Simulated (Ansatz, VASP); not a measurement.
# WSO (2H-WOS monolayer) in two plane-wave programs

One calculation is typed for both programs; each brings its own data sets. How far apart do they land? Of the first pair: The structure shown is the start of the Ansatz relaxation below; VASP solves that cell, so the two are compared at the walk's first step.

Main program and level: Ansatz 0.2.0; plane waves, with VASP 6.6.1 beside it; single point at PBE with D3(BJ).

## Step 1: Set-up

The cell holds 3 atoms: 1 S, 1 W and 1 O. Cell: a = 3.053 Å, b = 3.053 Å, c = 37.022 Å, α = 90.0°, β = 90.0°, γ = 120.0°. Vacuum lies along c.

As a file:

```cif
data_structure
_symmetry_space_group_name_H-M 'P 1'
_symmetry_Int_Tables_number 1
_cell_length_a 3.0530
_cell_length_b 3.0530
_cell_length_c 37.0222
_cell_angle_alpha 90.000
_cell_angle_beta 90.000
_cell_angle_gamma 120.000
_cell_volume 298.84
loop_
_atom_site_label
_atom_site_type_symbol
_atom_site_fract_x
_atom_site_fract_y
_atom_site_fract_z
_atom_site_occupancy
S1 S 0.33333 0.66667 0.45918 1
W2 W 0.00000 0.00000 0.50813 1
O3 O 0.33333 0.66667 0.54082 1
```

## Step 2: Ansatz: relaxation, PBE with D3(BJ)

Ansatz runs on its PAW soft_1 files.

The two programs are compared at the cell with which this relaxation starts, whose forces are those of its first step.

The input, input.yaml:

```yaml
crystal:
  lattice:
    - [3.052956, 0.0, 0.0]
    - [-1.526478, 2.6439374526, 0.0]
    - [0.0, 0.0, 37.022203859]
  atoms:
    - { symbol: S, position: [0.3333333333, 0.6666666667, 0.4591839012] }
    - { symbol: W, position: [0.0, 0.0, 0.5081319242] }
    - { symbol: O, position: [0.3333333333, 0.6666666667, 0.5408160988] }
  periodic: [true, true, false]
kpoints:
  mp_grid: { grid: [12, 12, 1] }
hamiltonian:
  xc: pbe
  dispersion: d3bj
  pseudopotentials: { kind: paw, azcp: { folder: soft_1 } }
scf:
  occupations: { method: fermi_dirac, width: 0.05 }
  convergence: { dr2_threshold: 1.0e-09 }
relax:
  f_tol: 0.004
  max_steps: 90
  cell: {}
output:
  write_potential: true
  write_density: true
  volumetric_format: npy
```

Started as:

```console
$ ansatz run input.yaml --threads 2 --pin off --max-ram 3072MiB --backend cpu --events-out ev --progress --plain --runs-dir out
```

Numbers of over 12 decimals in the logs are rounded to 6 here.

Output:

```text
Warning: relax.cell: scf.convergence.dr2_threshold = 1e-9 eV is looser than the 1.76909956185e-10 eV advised for a relaxation that steers and ends on the stress (1e-10 eV for each atom of the cell: 3, times the square of relax.cell.stress_2d_tol = 0.05 N/m over 13.0 Å (the atoms' height at the walk's start and 5 Å past either face), 3.840e-2 GPa, over a crystal's default 0.05). What an SCF threshold leaves in a stress goes as its square root, and in the free energy as the threshold itself, and one threshold admits the most on a small cell: [figures from the program's tests cut] Set scf.convergence.dr2_threshold to 1.76909956185e-10 eV or tighter. [rest of the remark cut]
Engine: ansatz 0.2.0, x86_64-unknown-linux-gnu
Pseudopotentials: kind: paw
Pseudopotential: S, paw, valence charge 6, recommended cutoff 420 eV (normal), soft_1/S.paw.azcp
Pseudopotential: W, paw, valence charge 14, recommended cutoff 420 eV (normal), soft_1/W.paw.azcp
Pseudopotential: O, paw, valence charge 6, recommended cutoff 420 eV (normal), soft_1/O.paw.azcp
Functional definition: PBE
  parameter kappa = 0.804
  parameter beta = 0.066725
  exchange = pbe_x(kappa = kappa, mu = beta*pi^2/3)
  correlation = pbe_c(beta = beta)
Crystal: 3 atoms, lattice volume = 298.837 Å³
Basis set: ecut = 420 eV, 5811 PW (Γ), exchange–correlation on 48×48×500 points (8 copies of the dense FFT grid, shifted against one another)
Bands: 17, of which v1, the nominal top of the filled ones, is band 13 counted from 1 (12 counted from 0)
Symmetry: 6 space group operations
Space group: P3m1 (ITA 156), of the structure as read, at distance tolerance 6.7e-5 Å
k-points: 19 of 144 (time reversal used)
Non-local potential: S, projectors of the file, l = 0: 2, l = 1: 2, l = 2: 1
Non-local potential: W, projectors of the file, l = 0: 3, l = 1: 2, l = 2: 2, l = 3: 1
Non-local potential: O, projectors of the file, l = 0: 2, l = 1: 2, l = 2: 1
PAW form: soft (Blöchl's): semilocal exchange-correlation on the pseudo side does not see the compensation charge
PAW one-centre angular grid: S, 110 points (default); XC on 64 Gauss nodes
PAW one-centre angular grid: W, 590 points (default); XC on 64 Gauss nodes
PAW one-centre angular grid: O, 110 points (default); XC on 64 Gauss nodes
Initial density: superposition of atomic densities (neutral atoms: chi_scale 0, normalization atom)
Initial wavefunctions: pseudopotential atomic-orbital guess
Functional: x = pbe(κ = 0.804, μ = 0.219515), c = pbe(β = 0.066725)
SCF iter   1: F=—  HF=-11858.703833 eV  |F-HF|=—  |Δ(HF+E_count)|=         —  Δρ=4.54e-2  dr2=7.82e0  ethr=3.10e-3  ⟨swp⟩=16.8  Hψ=3355  notcnv=0
preconditioner: auto → Resta (q_TF=auto, 1.816 Å⁻¹)  ε∞=1.8  [insulator: Δε(μ)=2.039 eV  Ē_g=10.378 eV  σ=0.050 eV  W_gap=1.00  n_scr=20 (ndim 8)  ℏωp=9.1 eV  f_vac=0.815  D(μ)=0.00/eV (n_scr^D=0)  ε∞_Penn≈1.8  vacuum switching on, ρ_ref=7.8e-3 e/Å³]
SCF iter   2: F=—  HF=-11858.712602 eV  |F-HF|=—  |Δ(HF+E_count)|=   8.77e-3  Δρ=5.67e-2  dr2=1.63e1  ethr=3.10e-3  ⟨swp⟩=6.1  Hψ=1347  notcnv=0
preconditioner: auto → LDOS  [insulator: Δε(μ)=0.153 eV  Ē_g=8.715 eV  σ=0.050 eV  W_gap=0.51  n_scr=20 (ndim 8)  ℏωp=9.1 eV  f_vac=0.818  D(μ)=0.35/eV (n_scr^D=4)  ε∞_Penn≈2.1  β→1.0]
SCF iter   3: F=—  HF=-11857.102331 eV  |F-HF|=—  |Δ(HF+E_count)|=    1.61e0  Δρ=8.82e-3  dr2=7.14e-1  ethr=3.10e-3  ⟨swp⟩=5.3  Hψ=1064  notcnv=0
SCF iter   4: F=—  HF=-11857.208684 eV  |F-HF|=—  |Δ(HF+E_count)|=   1.06e-1  Δρ=1.02e-2  dr2=1.88e0  ethr=2.75e-3  ⟨swp⟩=4.4  Hψ=804  notcnv=0  recentre
SCF iter   5: F=—  HF=-11857.035386 eV  |F-HF|=—  |Δ(HF+E_count)|=   1.73e-1  Δρ=4.05e-3  dr2=9.79e-2  ethr=2.75e-3  ⟨swp⟩=3.8  Hψ=638  notcnv=0
SCF iter   6: F=—  HF=-11857.033153 eV  |F-HF|=—  |Δ(HF+E_count)|=   2.23e-3  Δρ=1.78e-3  dr2=1.55e-2  ethr=3.77e-4  ⟨swp⟩=3.3  Hψ=686  notcnv=0
SCF iter   7: F=—  HF=-11857.031262 eV  |F-HF|=—  |Δ(HF+E_count)|=   1.89e-3  Δρ=2.76e-4  dr2=4.91e-4  ethr=5.96e-5  ⟨swp⟩=3.4  Hψ=645  notcnv=0
SCF iter   8: F=—  HF=-11857.031378 eV  |F-HF|=—  |Δ(HF+E_count)|=   1.16e-4  Δρ=2.84e-4  dr2=8.89e-4  ethr=1.89e-6  ⟨swp⟩=3.7  Hψ=813  notcnv=0
SCF iter   9: F=—  HF=-11857.031226 eV  |F-HF|=—  |Δ(HF+E_count)|=   1.52e-4  Δρ=3.24e-5  dr2=1.25e-5  ethr=1.89e-6  ⟨swp⟩=3.1  Hψ=598  notcnv=0
SCF iter  10: F=—  HF=-11857.031236 eV  |F-HF|=—  |Δ(HF+E_count)|=   1.02e-5  Δρ=9.14e-6  dr2=8.74e-7  ethr=4.80e-8  ⟨swp⟩=3.4  Hψ=742  notcnv=0
[...]
Crystal: 3 atoms, lattice volume = 286.461 Å³
[...]
preconditioner: auto → Resta (q_TF=auto, 1.829 Å⁻¹)  ε∞=1.8  [insulator: Δε(μ)=1.667 eV  Ē_g=10.117 eV  σ=0.050 eV  W_gap=1.00  n_scr=20 (ndim 8)  ℏωp=9.3 eV  f_vac=0.827  D(μ)=0.00/eV (n_scr^D=0)  ε∞_Penn≈1.8  vacuum switching on, ρ_ref=7.4e-3 e/Å³]
[...]
SCF iter   4: F=—  HF=-11857.473175 eV  |F-HF|=—  |Δ(HF+E_count)|=  6.57e-10  Δρ=1.79e-6  dr2=1.33e-8  ethr=3.53e-10  ⟨swp⟩=3.3  Hψ=571  notcnv=0
SCF iter   5: F=—  HF=-11857.473175 eV  |F-HF|=—  |Δ(HF+E_count)|=   1.62e-9  Δρ=6.91e-7  dr2=1.15e-9  ethr=5.11e-11  ⟨swp⟩=3.5  Hψ=642  notcnv=0
SCF iter   6: F=-11857.473175 eV  HF=-11857.473175 eV  |F-HF|=4.11e-10  |Δ(HF+E_count)|=  2.73e-10  Δρ=2.48e-7  dr2=4.33e-10  ethr=3.85e-12  ⟨swp⟩=13.5  Hψ=2744  notcnv=0
SCF 6 converged in 6 iterations: F = -11857.473175 eV  dr2 = 4.33e-10
relax step   6: F+E_penalty+E_count = -11857.47317475 eV  Δ(F+E_penalty+E_count) = +9.508e-6 eV  max|allowed force component| = 1.509e-4 eV/Å  Δτ_max = 0.0001 Å  P = +0.000 N/m  Ω = 286.461 Å³  energy of the carried Pulay correction = +2.373e-3 eV  fix = [c, alpha, beta]  reactions: c +0.000 N/m  (6 SCF iters, accepted)
Basis set: ecut = 420 eV, 5439 PW (Γ), exchange–correlation on 40×40×500 points (8 copies of the dense FFT grid, shifted against one another)
Initial wavefunctions: pseudopotential atomic-orbital guess (no wavefunctions were taken with the density)
iter 1 solved again at ethr=8.51e-7 eV; its pass at ethr=3.10e-3 eV (dr2=2.21e-4 eV) is discarded
SCF iter   1: F=—  HF=-11857.471348 eV  |F-HF|=—  |Δ(HF+E_count)|=         —  Δρ=6.82e-5  dr2=1.85e-6  ethr=8.51e-7  ⟨swp⟩=6.3  Hψ=5292  notcnv=0
preconditioner: auto → Resta (q_TF=auto, 1.829 Å⁻¹)  ε∞=1.8  [insulator: Δε(μ)=1.666 eV  Ē_g=10.117 eV  σ=0.050 eV  W_gap=1.00  n_scr=20 (ndim 8)  ℏωp=9.3 eV  f_vac=0.827  D(μ)=0.00/eV (n_scr^D=0)  ε∞_Penn≈1.8  vacuum switching on, ρ_ref=7.4e-3 e/Å³]
SCF iter   2: F=—  HF=-11857.471328 eV  |F-HF|=—  |Δ(HF+E_count)|=   2.03e-5  Δρ=3.31e-5  dr2=1.10e-6  ethr=7.11e-9  ⟨swp⟩=3.8  Hψ=858  notcnv=0
SCF iter   3: F=—  HF=-11857.471329 eV  |F-HF|=—  |Δ(HF+E_count)|=   8.34e-7  Δρ=2.33e-5  dr2=3.05e-6  ethr=4.22e-9  ⟨swp⟩=3.1  Hψ=569  notcnv=0  recentre
SCF iter   4: F=—  HF=-11857.471329 eV  |F-HF|=—  |Δ(HF+E_count)|=   1.58e-7  Δρ=5.66e-6  dr2=2.62e-7  ethr=4.22e-9  ⟨swp⟩=3.3  Hψ=595  notcnv=0
SCF iter   5: F=—  HF=-11857.471329 eV  |F-HF|=—  |Δ(HF+E_count)|=   1.08e-8  Δρ=2.17e-6  dr2=8.02e-9  ethr=1.01e-9  ⟨swp⟩=3.0  Hψ=524  notcnv=0
SCF iter   6: F=-11857.471329 eV  HF=-11857.471329 eV  |F-HF|=2.55e-10  |Δ(HF+E_count)|=   2.13e-9  Δρ=8.75e-7  dr2=6.74e-10  ethr=3.85e-12  ⟨swp⟩=15.7  Hψ=3711  notcnv=0
SCF 7 converged in 6 iterations: F = -11857.471329 eV  dr2 = 6.74e-10
relax step   7: F+E_penalty+E_count = -11857.47132880 eV  Δ(F+E_penalty+E_count) = +1.846e-3 eV  max|allowed force component| = 5.909e-4 eV/Å  Δτ_max = 0.0000 Å  P = -0.048 N/m  Ω = 286.461 Å³  fix = [c, alpha, beta]  reactions: c -0.000 N/m  stress off target by 4.76e-2 N/m on what of the cell is left free  SCF on the basis re-selected at this cell (its energy is not comparable with the rows above)  (6 SCF iters)
basis re-selected at this cell: Δ(F+E_penalty+E_count) = +1.846e-3 eV, ΔP = -0.048 N/m vs the last step (what re-selecting the basis moved, of the pressure what is left beyond the Pulay correction that the steps carried, after the strain that the cell walked since its last selection, with what the two solves' SCF thresholds leave and, on support functions, any second-order correction that the steps lacked; it is no measure of the basis error at this ecutwfc). The dense FFT grid was sized anew with the basis: this SCF ran on 20×20×250 points, the steps before it on 24×24×250, so part of this shift can come from that change (see relax.cell in the input reference). [rest of the remark cut]
WARN: The output density's exchange-correlation potential varies sharply where the density is thin. Do not read a vacuum level from v_tot or v_xc, or from such a field of the output density. On a cell that repeats whose density bears no net charge and no dipole along the vacuum's axis use v_es (v_loc + v_h of the components); under efield.dipole_correction with no amplitude use v_es + v_field, which holds any externa [...]
SCF converged after 6 iterations
Free energy (F): -11857.471329 eV
Harris-Foulkes:  -11857.471329 eV  (|F-HF|=2.55e-10)
Internal energy: -11857.471329 eV  (E = F + TS)
E sigma→0 (E₀):  -11857.471329 eV
Fermi energy:    -4.831876 eV
--- Per-component energies (eV) ---
  E_band       = -656.185111
  E_kinetic    = 695.605703
  E_local      = -64558.278289  (includes V_loc(G=0)·N_el)
  E_nonlocal   = 61.372434
  E_hartree    = 31882.221158
  E_xc         = -428.150818
  E_vxc        = -405.399110  (∫ρ·V_xc dr)
  E_paw        = -9348.159756  (= ΣΔE_a)
  E_vpaw       = -213.929162  (= ΣTr[D̂ρ^β])
  E_aug_tail   = 0.000897  (compensation charges beyond the density's cutoff)
  E_ewald      = 29838.613391
  E_disp       = -0.696050  (pairwise vdW)
  E_smearing   = -0.000000  (= −TS)
  E_closure    = 0.000000  (closes the sum)
  Σ components = -11857.471329   (vs F -11857.471329, Δ=0.00e0)
--- Forces (eV/Å), atoms counted from 1 ---
  atom   1  S      0.00000000     0.00000000    -0.00026622
  atom   2  W      0.00000000     0.00000000     0.00059048
  atom   3  O      0.00000000     0.00000000    -0.00032562
  max |Σ_I F_I| component: 1.37e-6 eV/Å
--- 2D stress c σ (N/m, compression-positive) ---
       -0.047600      -0.000000       0.000000
        0.000000      -0.047600       0.000000
        0.000000       0.000000      -0.000000
  P = ½ c Tr σ = -0.0476 N/m
--- Band table (eV; the first three rows and the last of 19) ---
  k-point 0: bands = [... 9 lower, -9.1599, -7.8015, -7.8015, -5.6526, -3.2453, -3.2453, -2.6875, -2.6875]
  k-point 1: bands = [... 9 lower, -9.1485, -8.0557, -7.9119, -5.7761, -3.3651, -3.2418, -2.8869, -2.5382]
  k-point 2: bands = [... 9 lower, -9.4687, -8.4063, -8.1148, -6.2215, -3.5607, -3.2794, -2.9696, -2.1063]
  k-point 18: bands = [... 9 lower, -10.6556, -9.8383, -8.8604, -6.5567, -3.9861, -2.4737, -1.5615, -0.7745]
  the weakly bound empty levels are not read free of the cell's end (no_gap_told)
--- Relaxed structure (6 steps of the walk, 6 accepted, 1 SCFs on fresh bases) ---
  F+E_penalty+E_count = -11857.47132880 eV   max|allowed force component| = 5.909e-4 eV/Å   (the final SCF, on the basis selected at the relaxed cell)
  cell:  # Å, volume = 286.4611 Å³
    - [2.989072, 0, 0]
    - [-1.494536, 2.588612, 0]
    - [0, 0, 37.022203859]
  atoms:
    - { symbol: S, position: [0.333333, 0.666667, 0.462702] }
    - { symbol: W, position: [0, -3.700743415524893e-17, 0.506919] }
    - { symbol: O, position: [0.333333, 0.666667, 0.538511] }
```

In the SCF lines HF is the Harris–Foulkes energy and dr2 the Hartree energy of the density residual, in eV; the loop may stop once dr2 is under the threshold and the program's other checks hold. Hψ counts applications of the Hamiltonian.

(Part 1 of 2 ends here.)

[Lines on the potential files, build, host, timing and source positions are cut from VASP's logs without a mark.]

[Logs are printed without paths, hosts, clocks, repeated set-up lines and the standing remarks that a program may print on its own settings, such as how far it seeks lower states.]

[Hosts, paths, dates, database ids (printed as entryN), source tags and the programs' standing remarks are cut or masked in the printed files.]
